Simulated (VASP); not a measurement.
## AlSiGeN: structure and properties in VASP

Aim: relax AlSiGeN, then compute properties on the relaxed cell. The steps: relaxing cell and atoms (PBEsol + D4), second relaxation, single point with fields (PBEsol + D4), band structure (PBEsol + D4), density of states (PBEsol + D4), bands along the symmetry lines (r2SCAN), vibrations at Γ (PBEsol + D4), optical spectrum (PBEsol + D4), elastic tensor by finite strains (PBEsol + D4) and total and projected DOS (PBEsol + D4), changed input. The cell is invented: it takes the structure of a Materials Project entry for AlSiCN (space group 156 there), with some of its atoms replaced by other elements, volume scaled by an estimate. It may not be a known or stable phase.

Main program and level: VASP 6.6.1; PBEsol with D4; plane waves and PAW (Ge_d, Si, Al, N), in the first sound run; inputs show where later runs differ.

### Step 1. The starting structure

Before any relaxation, the start is as follows. Symmetry: P3m1, No. 156, trigonal system. Conventional cell: a = 3.266 Å, b = 3.266 Å, c = 5.311 Å, α = 90.00°, β = 90.00°, γ = 120.00°. Nearest to Ge lie 3 Si at 1.98 Å and 1 Al at 2.12 Å. Nearest to Si lie 1 N at 1.91 Å and 3 Ge at 1.98 Å. Nearest to Al lie 3 N at 2.01 Å and 1 Ge at 2.12 Å. N has 1 Si at 1.91 Å and 3 Al at 2.01 Å nearest. It derives from AlSiCN. it takes the structure of a Materials Project entry for AlSiCN (space group 156 there), with some of its atoms replaced by other elements, volume scaled by an estimate. Farther neighbours and most contacts between anions are not listed.

Coordinates:

```xyz
4
Lattice="3.2664 0.0000 0.0000 -1.6332 2.8288 0.0000 0.0000 0.0000 5.3109" Properties=species:S:1:pos:R:3 pbc="T T T"
Ge    1.6332    0.9429    0.5768
Si    0.0000    0.0000    5.2967
Al    1.6332    0.9429    2.6935
N     0.0000    0.0000    3.3827
```

### Step 2. Relaxing cell and atoms (PBEsol + D4)

Properties are meant for the cell that this level of theory prefers, so cell and atoms are relaxed first (ISIF = 3) until forces and stress are small; EDIFFG sets the threshold. PBEsol restores the gradient expansion of exchange and is tuned for the cells of solids. A dispersion term adds the long-range attraction that semilocal functionals lack. D4 lets the coefficients depend on atomic charges too.

INCAR reads:

```
SYSTEM = AlSiGeN
PREC = Accurate
ENCUT = 520
EDIFF = 1E-06
NELM = 100
ISMEAR = 0
SIGMA = 0.05
LREAL = .FALSE.
ALGO = Normal
GGA = PS
IVDW = 13
LORBIT = 11
LWAVE = .FALSE.
LCHARG = .FALSE.
KPAR = 2
IBRION = 2
NSW = 60
ISIF = 3
EDIFFG = -0.01
```

POSCAR reads:

```
AlSiGeN
1.0
    3.2664390000      0.0000000000      0.0000000000
   -1.6332200000      2.8288190000      0.0000000000
    0.0000000000      0.0000000000      5.3109450000
Ge Si Al N
1 1 1 1
Direct
    0.6666666700      0.3333333300      0.1086050000
    0.0000000000      0.0000000000      0.9973100000
    0.6666666700      0.3333333300      0.5071610000
    0.0000000000      0.0000000000      0.6369240000
```

KPOINTS reads:

```
Automatic mesh
0
Gamma
8 8 4
0 0 0
```

Potentials, in the order of the species: Ge_d, Si, Al and N (PBE family, release 64).

Run with:

```
> mpirun -np 2 vasp_std
```

Output:

```text
[banner, memory and clock lines left out]
running    2 mpi-ranks, on    1 nodes
 distrk:  each k-point on    1 cores,    2 groups
 distr:  one band on    1 cores,    1 groups

 POSCAR found type information on POSCAR GeSiAlN
 POSCAR found :  4 types and       4 ions
|                                                                             |
|               ----> ADVICE to this user running VASP <----                  |
|                                                                             |
|     You enforced a specific xc type in the INCAR file but a different       |
|     [... a line on the potential file left out ...]
|     I HOPE YOU KNOW WHAT YOU ARE DOING!                                     |
|                                                                             |

 LDA part: xc-table for (Slater+PW92), standard interpolation
 POSCAR, INCAR and KPOINTS ok, starting setup
 FFT: planning ... GRIDC
 FFT: planning ... GRID_SOFT
 FFT: planning ... GRID
 WAVECAR not read
 entering main loop
       N       E                     dE             d eps       ncg     rms          rms(c)
DAV:   1     0.177142813680E+03    0.17714E+03   -0.13238E+04  1255   0.323E+03
DAV:   2     0.112173548324E+01   -0.17602E+03   -0.17087E+03  1294   0.569E+02
DAV:   3    -0.224837283536E+02   -0.23605E+02   -0.22915E+02  1454   0.138E+02
DAV:   4    -0.232023552191E+02   -0.71863E+00   -0.71775E+00  1543   0.254E+01
DAV:   5    -0.232129411373E+02   -0.10586E-01   -0.10585E-01  1623   0.342E+00    0.109E+01
DAV:   6    -0.211269725045E+02    0.20860E+01   -0.99780E+00  1317   0.166E+01    0.583E+00
DAV:   7    -0.209418903782E+02    0.18508E+00   -0.71279E-01  1571   0.697E+00    0.313E+00
DAV:   8    -0.208741143234E+02    0.67776E-01   -0.29630E-01  1660   0.417E+00    0.497E-01
DAV:   9    -0.208697261942E+02    0.43881E-02   -0.61281E-02  1555   0.189E+00    0.253E-01
DAV:  10    -0.208699343581E+02   -0.20816E-03   -0.40228E-03  1503   0.434E-01    0.101E-01
DAV:  11    -0.208699608828E+02   -0.26525E-04   -0.19113E-04  1611   0.127E-01    0.392E-02
DAV:  12    -0.208699653254E+02   -0.44426E-05   -0.28582E-05  1471   0.503E-02    0.130E-02
DAV:  13    -0.208699656336E+02   -0.30823E-06   -0.13989E-05  1504   0.275E-02    0.370E-03
DAV:  14    -0.208699654573E+02    0.17639E-06   -0.15129E-06   742   0.109E-02
   1 F= -.21762949E+02 E0= -.21762949E+02  d E =-.217629E+02
 curvature:   0.00 expect dE= 0.000E+00 dE for cont linesearch  0.000E+00
 trial: gam= 0.00000 g(F)=  0.489E+01 g(S)=  0.103E+02 ort = 0.000E+00 (trialstep = 0.100E+01)
 search vector abs. value=  0.152E+02
 bond charge predicted
       N       E                     dE             d eps       ncg     rms          rms(c)
DAV:   1    -0.688188682478E+02   -0.47949E+02   -0.18870E+03  1551   0.153E+03    0.448E+01
DAV:   2    -0.342842496340E+02    0.34535E+02   -0.15695E+02  1525   0.121E+02    0.196E+01
DAV:   3    -0.245343917117E+02    0.97499E+01   -0.18368E+01  1467   0.463E+01    0.124E+01
DAV:   4    -0.228108430869E+02    0.17235E+01   -0.16947E+00  1429   0.100E+01    0.460E+00
DAV:   5    -0.225222290700E+02    0.28861E+00   -0.52134E-01  1538   0.528E+00    0.858E-01
DAV:   6    -0.225142688109E+02    0.79603E-02   -0.53178E-02  1461   0.173E+00    0.462E-01
DAV:   7    -0.225141408711E+02    0.12794E-03   -0.10376E-02  1577   0.733E-01    0.183E-01
DAV:   8    -0.225142609920E+02   -0.12012E-03   -0.13692E-03  1531   0.362E-01    0.575E-02
DAV:   9    -0.225142645414E+02   -0.35494E-05   -0.29916E-04  1463   0.130E-01    0.146E-02
DAV:  10    -0.225142642630E+02    0.27839E-06   -0.38218E-05  1421   0.680E-02    0.905E-03
DAV:  11    -0.225142641855E+02    0.77440E-07   -0.80708E-06  1359   0.153E-02
   2 F= -.23087075E+02 E0= -.23086592E+02  d E =-.132413E+01
[... from here on, the cycles between the ionic steps are left out ...]
   3 F= -.25010420E+02 E0= -.25010303E+02  d E =-.324747E+01
   4 F= -.25019859E+02 E0= -.25019744E+02  d E =-.325691E+01
   5 F= -.25020161E+02 E0= -.25020036E+02  d E =-.325721E+01
   6 F= -.25219664E+02 E0= -.25219438E+02  d E =-.199503E+00
   7 F= -.25230604E+02 E0= -.25230397E+02  d E =-.210444E+00
   8 F= -.25246289E+02 E0= -.25245936E+02  d E =-.156850E-01
   9 F= -.25246298E+02 E0= -.25245932E+02  d E =-.156940E-01
  10 F= -.25248149E+02 E0= -.25247640E+02  d E =-.185054E-02
  11 F= -.25248647E+02 E0= -.25248181E+02  d E =-.234904E-02
  12 F= -.25248842E+02 E0= -.25248470E+02  d E =-.194174E-03
  13 F= -.25248846E+02 E0= -.25248491E+02  d E =-.198965E-03
  14 F= -.25248902E+02 E0= -.25248588E+02  d E =-.554874E-04
  15 F= -.25248902E+02 E0= -.25248587E+02  d E =-.553437E-04
  16 F= -.25248901E+02 E0= -.25248584E+02  d E =-.549277E-04
  17 F= -.25248902E+02 E0= -.25248586E+02  d E =-.553969E-04
 curvature:  -0.03 expect dE=-0.618E-06 dE for cont linesearch -0.995E-07
 ZBRENT: accuracy reached
 trial: gam=-0.03021 g(F)=  0.173E-04 g(S)=  0.440E-06 ort = 0.223E-04 (trialstep = 0.913E+00)
 search vector abs. value=  0.165E-04
 bond charge predicted
       N       E                     dE             d eps       ncg     rms          rms(c)
DAV:   1    -0.245184281557E+02    0.12662E-04   -0.18029E-03  1426   0.344E-01    0.742E-03
DAV:   2    -0.245184295347E+02   -0.13790E-05   -0.22917E-05  1406   0.456E-02    0.330E-03
DAV:   3    -0.245184293814E+02    0.15326E-06   -0.76785E-07   773   0.104E-02
  18 F= -.25248912E+02 E0= -.25248601E+02  d E =-.995519E-05
 trial-energy change:   -0.000010  1 .order   -0.000009   -0.000016   -0.000003
 step:   1.0920(harm=  1.0920)  dis= 0.00063  next Energy=   -25.248911 (dE=-0.931E-05)
 reached required accuracy - stopping structural energy minimisation
```

The job ended after 48 s (2 MPI ranks of Intel Xeon 6975P-C (Granite Rapids), shared host; peak memory 0.36 GiB).

Lines that name or quote the potential files are left out of all logs, and their timing lines are given in words.

Parts of OUTCAR (step 2):

```text
ion  position               nearest neighbor table
   1  0.667  0.333  0.109-   2 1.98   2 1.98   2 1.98   3 2.12
   2  0.000  0.000  0.997-   4 1.91   1 1.98   1 1.98   1 1.98   3 3.21   3 3.21   3 3.21
   3  0.667  0.333  0.507-   4 2.01   4 2.01   4 2.01   1 2.12   2 3.21   2 3.21   2 3.21
   4  0.000  0.000  0.637-   2 1.91   3 2.01   3 2.01   3 2.01

  LATTYP: Found a hexagonal cell.
 ALAT       =     3.2664390000
 C/A-ratio  =     1.6259128060

 Subroutine GETGRP returns: Found  6 space group operations
 (whereof  6 operations were pure point group operations)

The static configuration has the point symmetry C_3v.

 Found     35 irreducible k-points:

   k-points           NKPTS =     35   k-points in BZ     NKDIM =     35   number of bands    NBANDS=     17

   dimension x,y,z NGX =    24 NGY =   24 NGZ =   40
   dimension x,y,z NGXF=    48 NGYF=   48 NGZF=   80

   ENCUT  =  520.0 eV  38.22 Ry    6.18 a.u.   6.07  6.07  9.87*2*pi/ulx,y,z

   NELECT =      26.0000    total number of electrons

 k-points in reciprocal lattice and weights: Automatic mesh
   0.00000000  0.00000000  0.00000000       0.004
   0.12500000  0.00000000  0.00000000       0.023
   0.25000000  0.00000000  0.00000000       0.023
   0.37500000  0.00000000  0.00000000       0.023
   0.50000000  0.00000000  0.00000000       0.012
   0.12500000  0.12500000  0.00000000       0.023
   0.25000000  0.12500000  0.00000000       0.047
   0.37500000  0.12500000  0.00000000       0.047
   0.25000000  0.25000000  0.00000000       0.023
[...]
0.25000000  0.25000000  0.50000000       0.023
   0.37500000  0.25000000  0.50000000       0.023

 average (electrostatic) potential at core
       1 -71.0878       2 -82.1328       3 -74.2702       4 -62.4638

 E-fermi :   7.6325

 k-point     1 :       0.0000    0.0000    0.0000
  band No.  band energies     occupation
    ...
      8      -1.0900      2.00000
      9       2.9137      2.00000
     10       2.9137      2.00000
     11       5.1349      2.00000
     12       6.2024      2.00000
     13       8.0980      0.00000
     14       8.0980      0.00000
     15      11.2069      0.00000
     16      11.2069      0.00000
     17      11.7992      0.00000

 k-point     2 :       0.1250    0.0000    0.0000
  band No.  band energies     occupation
    ...
     10       2.7801      2.00000
     11       5.0695      2.00000
     12       6.4372      2.00000
     13       6.9684      2.00000
     14       7.6036      1.58542
     15      10.6162      0.00000
     16      11.8510      0.00000
     17      12.4164      0.00000

 k-point     3 :       0.2500    0.0000    0.0000
  band No.  band energies     occupation
    ...
      9       0.9607      2.00000
     10       2.4836      2.00000
     11       4.0085      2.00000
     12       4.7795      2.00000
     13       6.8143      2.00000
     14       7.9554      0.00000
     15       9.9174      0.00000
     16      11.1047      0.00000
     17      12.4460      0.00000

  DFT-D4 for vdW energy calculation

  Edisp (eV):   -0.73048

  Total       0.00792     0.00792     0.00572    -0.00000    -0.00000     0.00000
  in kB       0.20863     0.20863     0.15066    -0.00000    -0.00000     0.00000
  external pressure =        0.19 kB  Pullay stress =        0.00 kB

  energy-cutoff  :      520.00
  volume of cell :       60.86
      direct lattice vectors                 reciprocal lattice vectors
     3.491817215 -0.000000034 -0.000000000     0.286383835  0.165343847  0.000000000
    -1.745909171  3.024002248  0.000000000     0.000000003  0.330687587  0.000000000
    -0.000000000 -0.000000000  5.763670505     0.000000000 -0.000000000  0.173500550

 POSITION                                       TOTAL-FORCE (eV/Angst)
 -----------------------------------------------------------------------------------
      1.74591      1.00800      0.71889         0.000000      0.000000     -0.001349
     -1.74591      3.02400      5.43853         0.000000      0.000000     -0.000454
      1.74591      1.00800      3.18449        -0.000000     -0.000000      0.004297
     -1.74591      3.02400      3.62634         0.000000      0.000000     -0.002495
 -----------------------------------------------------------------------------------
    total drift:                               -0.000006      0.000004      0.000700

  FREE ENERGIE OF THE ION-ELECTRON SYSTEM (eV)
  ---------------------------------------------------
  free  energy   TOTEN  =       -25.2489117232 eV

  energy  without entropy=      -25.2482906832  energy(sigma->0) =      -25.24860120

 reached required accuracy - stopping structural energy minimisation

 total charge
# of ion       s       p       d       tot
------------------------------------------
    1        1.133   1.533  10.045  12.711
    2        0.744   0.978   0.000   1.722
    3        0.360   0.328   0.000   0.688
    4        1.241   2.461   0.000   3.702
--------------------------------------------------
tot          3.477   5.301  10.045  18.823

[... 3 further parts left out ...]
```

CONTCAR:

```
AlSiGeN
   1.00000000000000
     3.4918172154469334   -0.0000000336469260   -0.0000000000000000
    -1.7459091713616279    3.0240022483010005    0.0000000000000000
    -0.0000000000000000   -0.0000000000000000    5.7636705048873083
  Ge              Si              Al              N
     1     1     1     1
Direct
     0.6666666699999979    0.3333333300000021    0.1247280937120867
     0.0000000000000000    1.0000000000000000    0.9435886553393797
     0.6666666699999979    0.3333333300000021    0.5525115429156018
     0.0000000000000000    1.0000000000000000    0.6291717080329251
```

The k-mesh is coarse for a metal. The PAW data sets were made with PBE, which is usual practice but a small mismatch for other functionals. After so large a change of volume the plane waves of the start cell no longer fit, so the final stress carries a basis-set error. The run keeps the 6 symmetry operations of its start, so it cannot find a distortion of lower symmetry.

The steps of the relaxation:

```csv
step,energy less that of the first step (eV),largest force (eV/Å),pressure (GPa),volume (Å³)
1,0.0000,7.9404,54.16,49.07
2,-1.3241,1.7150,-17.50,84.70
3,-3.2475,1.3900,-5.40,65.04
4,-3.2569,1.5176,-3.98,64.19
5,-3.2572,1.5843,-3.21,63.76
6,-3.4567,0.4968,-0.89,61.94
7,-3.4677,0.5823,0.11,61.39
8,-3.4833,0.1142,-0.82,61.29
9,-3.4833,0.1019,-0.77,61.29
10,-3.4852,0.1278,0.34,60.65
11,-3.4857,0.0630,0.01,60.85
12,-3.4859,0.0121,0.05,60.82
13,-3.4859,0.0147,0.08,60.82
14,-3.4860,0.0150,-0.02,60.86
15,-3.4860,0.0155,-0.02,60.86
16,-3.4860,0.0156,0.02,60.86
17,-3.4860,0.0139,0.00,60.86
18,-3.4860,0.0043,0.02,60.86
```

```csv
"conventional cell, symmetrised",before,after,change
a (Å),3.266,3.492,+6.9 %
b (Å),3.266,3.492,+6.9 %
c (Å),5.311,5.764,+8.5 %
volume (Å³/atom),12.27,15.22,+24.0 %
```

The atoms that moved most (Å, as changes of fractional coordinates times the final cell):

```csv
atom,dx,dy,dz,length
Si2,0.000,0.000,-0.310,0.310
Al3,0.000,0.000,0.261,0.261
Ge1,0.000,0.000,0.093,0.093
N4,0.000,0.000,-0.045,0.045
```

Final coordinates:

```xyz
4
Lattice="3.4918 0.0000 0.0000 -1.7459 3.0240 0.0000 0.0000 0.0000 5.7637" Properties=species:S:1:pos:R:3 pbc="T T T"
Ge    1.7459    1.0080    0.7189
Si    0.0000    0.0000    5.4385
Al    1.7459    1.0080    3.1845
N     0.0000    0.0000    3.6263
```

This step gave:

```yaml
electrons: 26
bands: 17
irreducible_k_points: 35
symmetry_operations: 6
free_energy_toten: -25.25 eV
energy_at_zero_smearing: -25.25 eV
fermi_energy: 7.633 eV
pressure: 0.01893 GPa
metallic: yes
scf_cycles_over_all_ionic_steps: 115
```

It ends with a largest force of 0.004 eV/Å and a pressure of 0.02 GPa.

[end of part 1 of 6]

[Lines on the potential files, build, host, timing and source positions are cut from VASP's logs without a mark.]

[Logs are printed without paths, hosts, clocks, repeated set-up lines and the standing remarks that a program may print on its own settings, such as how far it seeks lower states.]

[Hosts, paths, dates, database ids (printed as entryN), source tags and the programs' standing remarks are cut or masked in the printed files.]

[A measured line is paired with the nearest computed mode of its activity, which favours agreement.]
